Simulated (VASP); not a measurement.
Data:

```
CELL_PARAMETERS angstrom
      0.00000     2.79000     2.79000
      2.79000     0.00000     2.79000
      2.79000     2.79000     0.00000
ATOMIC_POSITIONS crystal
  Ca 0.00000 0.00000 0.00000
```

All values below come from PBE GGA, VASP's PBE PAW potentials (set 64) (plane waves; VASP). Run with 400 eV cut-off, 10×10×10 Γ-centred mesh, first-order Methfessel-Paxton smearing of 0.10 eV, potentials Ca_sv.

Q: Predict the energy per atom (σ→0), band gap (on the k-mesh) with the smallest direct gap where there is one.

A: 
| Property | Value |
|---|---|
| band gap (on the k-mesh) | none (metal, semimetal or under 0.01 eV) |
| energy per atom (σ→0) | -1.930 eV/atom |

Only differences to runs with the same potentials and settings are physical.

The compound is Ca in the fcc structure. The cell was not relaxed at this level. The run is one of a series of settings (EDIFF = 1E-8 against the base run), some of them coarse on purpose.
